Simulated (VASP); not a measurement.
Crystal: MoS2.

```
Mo S
1.0
     3.16100    0.00000    0.00000
    -1.58050    2.73751    0.00000
     0.00000    0.00000   11.68025
Mo S
2 4
Direct
  0.33333 0.66667 0.25000
  0.66667 0.33333 0.75000
  0.66667 0.33333 0.38399
  0.66667 0.33333 0.11601
  0.33333 0.66667 0.88399
  0.33333 0.66667 0.61601
```

The cell was built by a generator and needn't be a form met in nature.

Base run:

```yaml
Program: VASP 6.6.1
Functional: PBEsol
Potentials_or_basis: VASP PAW PBE potentials, release 64 (Mo_sv, S)
Cutoff: 520 eV
k_mesh: 8 × 8 × 2
Occupations: fermi-dirac, width 0.05 eV
Spin: no spin polarisation
```

Its results: band gap on the k mesh 0.65 eV, indirect (least direct gap 1.86 eV); pressure -1.4 GPa; largest force 0.402 eV/Å.

Problem. After a change of settings the same cell gave: band gap on the k mesh 0.70 eV, indirect (least direct gap 1.88 eV); pressure 15.8 GPa; largest force 0.554 eV/Å. Which change was it?
A. functional from PBEsol to LDA; potentials or basis from VASP PAW PBE potentials, release 64 (Mo_sv, S) to VASP PAW LDA potentials, release 64 (Mo_sv, S)
B. functional from PBEsol to SCAN
C. functional from PBEsol to optB86b-vdW
D. functional from PBEsol to vdW-DF2

Solution. D.

Caveats: the PAW data sets were made with another functional, which shifts forces and pressure a little (some runs); so large a pressure means that the cell lies far from this level's equilibrium, or that cutoff or potentials fall short (some runs); the potentials were made for another functional, which shifts forces and pressure (some runs).
